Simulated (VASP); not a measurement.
Here is the system:

```
TaSi2
1.0
   -1.62929     1.62929     4.07227
    1.62929    -1.62929     4.07227
    1.62929     1.62929    -4.07227
Ta Si
1 2
Direct
  0.00000   0.00000   0.00000
  0.33168   0.33168   0.00000
  0.66832   0.66832   0.00000
```

Method: PBEsol GGA, VASP's PBE PAW potentials (set 64) (plane waves; VASP). Numerical set-up: 400 eV cut-off, Gaussian smearing of 0.050 eV, potentials Ta_pv Si.

Give the energies of bands 5 to 12 at the high-symmetry points, in eV from the Fermi level.

| band | Γ | X | P | N | M | S | R |
|---|---|---|---|---|---|---|---|
| 5 | -5.49 | -5.76 | -5.66 | -8.62 | -9.54 | -8.08 | -7.03 |
| 6 | -3.20 | -4.83 | -5.37 | -4.44 | -2.21 | -6.36 | -4.72 |
| 7 | -1.67 | -4.73 | -5.37 | -3.71 | -1.21 | -1.54 | -3.90 |
| 8 | -1.51 | -3.77 | -2.09 | -1.36 | 0.13 | -1.45 | -3.15 |
| 9 | -1.51 | -1.95 | -1.14 | -1.12 | 0.13 | -1.05 | -1.80 |
| 10 | 2.63 | -0.47 | -1.14 | 1.27 | 1.07 | 1.37 | -0.91 |
| 11 | 3.35 | 3.11 | 0.76 | 3.51 | 1.07 | 2.94 | 2.51 |
| 12 | 3.79 | 4.77 | 5.09 | 4.48 | 2.82 | 4.26 | 3.82 |

It has no gap at this level: it comes out as a metal or semimetal.

The structure was generated: TaSi2 was put into the MoSi2 type (I4/mmm), which need not be its known phase. It was relaxed first. The electron count is odd and the run is not spin-polarised, which forces a metal.
